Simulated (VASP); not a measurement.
Level of theory: PBEsol GGA, VASP's PBE PAW potentials (set 64) (plane waves; VASP).

A VASP calculation is set up with these files.

INCAR:
```
NELM = 100
ISIF = 2   ! forces and stress, cell fixed
LWAVE = .False.
LMAXMIX = 4   ! l cut-off of mixed one-centre charges
LORBIT = 11
EDIFF = 1E-7
SYSTEM = NiSb
ENCUT = 400
ISMEAR = -5
LREAL = .False.
PREC = Accurate
GGA = PS
NEDOS = 601   ! DOS grid
ALGO = Normal   ! blocked Davidson
LCHARG = .True.
LASPH = .True.
```

File POSCAR:
```
NiSb
1
    1.9574784943    -3.3904523681    -0.0000000000
    1.9574784943     3.3904523681    -0.0000000000
    0.0000000000    -0.0000000000     5.0754711915
Ni Sb
2 2
Direct
  0.0000000000   0.0000000000   0.5000000000
  0.0000000000   0.0000000000   0.0000000000
  0.3333330000   0.6666670000   0.2500000000
  0.6666670000   0.3333330000   0.7500000000
```

### KPOINTS
```
Automatic mesh
0
Gamma
10 10 7
0 0 0
```

POTCAR, in this order: Ni Sb (PBE.64 set). Program: vasp_std.

The resulting files:

File OSZICAR:
```
       N       E                     dE             d eps       ncg     rms          rms(c)
DAV:   1     0.151301828945E+03    0.15130E+03   -0.10636E+04  2128   0.134E+03
DAV:   2    -0.160616564620E+02   -0.16736E+03   -0.16243E+03  2143   0.300E+02
DAV:   3    -0.242161255817E+02   -0.81545E+01   -0.79213E+01  2433   0.811E+01
DAV:   4    -0.244459243480E+02   -0.22980E+00   -0.22890E+00  2390   0.132E+01
DAV:   5    -0.244537252118E+02   -0.78009E-02   -0.78057E-02  2613   0.253E+00    0.145E+01
DAV:   6    -0.273774923772E+02   -0.29238E+01   -0.42504E+01  2337   0.119E+02    0.185E+01
DAV:   7    -0.226872037786E+02    0.46903E+01   -0.15093E+01  2332   0.826E+01    0.412E+00
DAV:   8    -0.227410432209E+02   -0.53839E-01   -0.17718E+00  2928   0.119E+01    0.265E+00
DAV:   9    -0.226796587378E+02    0.61384E-01   -0.27172E-01  2408   0.885E+00    0.597E-01
DAV:  10    -0.226801790549E+02   -0.52032E-03   -0.81211E-03  2341   0.921E-01    0.467E-01
DAV:  11    -0.226796212108E+02    0.55784E-03   -0.55962E-04  2435   0.234E-01    0.139E-01
DAV:  12    -0.226794842050E+02    0.13701E-03   -0.49251E-04  2962   0.385E-01    0.279E-02
DAV:  13    -0.226794880242E+02   -0.38192E-05   -0.65404E-05  2383   0.625E-02    0.287E-02
DAV:  14    -0.226794863745E+02    0.16496E-05   -0.19138E-06  2557   0.132E-02    0.100E-02
DAV:  15    -0.226794856371E+02    0.73739E-06   -0.35936E-07  1853   0.699E-03    0.183E-03
DAV:  16    -0.226794855473E+02    0.89782E-07   -0.10238E-07  1350   0.267E-03
   1 F= -.22679486E+02 E0= -.22679486E+02  d E =0.000000E+00
```

File OUTCAR:
```
------------------------ aborting loop because EDIFF is reached ----------------------------------------
  FORCE on cell =-STRESS in cart. coord.  units (eV):
  Direction    XX          YY          ZZ          XY          YZ          ZX
  --------------------------------------------------------------------------------------
  Total       -0.1072695     -0.1072695     -0.0557082      0.0000000     -0.0000000     -0.0000000
  in kB       -2.5510905     -2.5510907     -1.3248572      0.0000000     -0.0000000     -0.0000000
  external PRESSURE =      -2.1423461 kB  Pullay stress =       0.0000000 kB
  volume of cell :       67.37
      direct lattice vectors                 reciprocal lattice vectors
     1.957478494 -3.390452368  0.000000000     0.255430648 -0.147472946  0.000000000
     1.957478494  3.390452368  0.000000000     0.255430648  0.147472946  0.000000000
     0.000000000  0.000000000  5.075471192     0.000000000  0.000000000  0.197026042
 POSITION                                       TOTAL-FORCE (eV/Angst)
 -----------------------------------------------------------------------------------
      0.00000      0.00000      2.53774         0.000000      0.000000      0.000000
      0.00000      0.00000      0.00000         0.000000      0.000000      0.000000
      1.95748      1.13015      1.26887         0.000000     -0.000000      0.000000
      1.95748     -1.13015      3.80660        -0.000000      0.000000      0.000000
 -----------------------------------------------------------------------------------
    total drift:                                0.000000      0.000000      0.000000
  FREE ENERGIE OF THE ION-ELECTRON SYSTEM (eV)
  ---------------------------------------------------
  free  energy   TOTEN  =       -22.6794855473 eV

  energy  without entropy=      -22.6794855473  energy(sigma->0) =      -22.67948555

 total charge

# of ion       s       p       d       tot
------------------------------------------
    1        0.461   0.504   8.471   9.436
    2        0.461   0.504   8.471   9.436
    3        1.130   1.231   0.078   2.439
    4        1.130   1.231   0.078   2.439
--------------------------------------------------
tot          3.180   3.470  17.098  23.749
```
(Selected blocks of OUTCAR.)

For a metal the tetrahedron method with Blöchl corrections gives inexact stress and forces.

The compound is NiSb in the NiAs type structure. It was relaxed first. The run is not spin-polarised, so no magnetic state was tried.
